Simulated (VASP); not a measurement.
Set up this calculation in VASP 6.6.1, as the native input.

* Task: relaxation of cell and atoms
* Functional: r2SCAN
* Potentials or basis: VASP PAW PBE potentials, release 64 (Nb_sv)
* Cutoff: 600 eV
* k mesh: 16 × 16 × 16
* Occupations: methfessel-paxton, width 0.1 eV
* Spin: no spin polarisation
* Further INCAR settings: ALGO = Normal; EDIFF = 1e-07; IBRION = 2; EDIFFG = -0.005; NSW = 90; ISIF = 3

The structure of Nb lies in POSCAR:

```
Nb                                      
1.0
   -1.6505241077      1.6505241077      1.6505241077
    1.6505241077     -1.6505241077      1.6505241077
    1.6505241077      1.6505241077     -1.6505241077
  Nb            
     1
Direct
     0.0000000000000000    0.0000000000000000    0.0000000000000000
```

The cell was built by a generator and needn't be a form met in nature.

The input as run:

INCAR

```
SYSTEM = Nb
  ALGO = Normal
  EDIFF = 1E-7
  EDIFFG = -0.005
  ENCUT = 600
  IBRION = 2
  ISIF = 3
  ISMEAR = 1
  LASPH = .True.
  LCHARG = .False.
  LMIXTAU = .True.
  LREAL = .False.
  LWAVE = .False.
  METAGGA = R2SCAN
  NELM = 80
  NSW = 90
  PREC = Accurate
  SIGMA = 0.1
```

KPOINTS

```
k-points
0
Gamma
  16 16 16
  0 0 0
```

Potentials or basis: VASP PAW PBE potentials, release 64 (Nb_sv).

The run is started by

```console
$ cat potpaw_PBE.64/Nb_sv/POTCAR > POTCAR
$ mpirun -np 1 vasp_std > vasp.out
```

It gave:

```yaml
Relaxed_volume: 17.98 Å³/atom
Relaxed_cell: a = 2.858 Å, b = 2.858 Å, c = 2.858 Å, α = 109.47°, β = 109.47°, γ = 109.47°
Space_group_after_relaxing_to_0.05_Å: Im-3m (No. 229)
Energy_gained_by_relaxing: 0.0 meV/atom
Ionic_steps: 3
Pressure_after_relaxing: 0.0 GPa
Band_gap_on_the_k_mesh: none (metal or under the smearing width)
```

Caveat: the PAW data sets were made with another functional, which shifts forces and pressure a little.

It took 96 s on 1 thread of Intel(R) Xeon(R) 6975P-C (Granite Rapids) (shared host), peak memory 0.17 GiB.
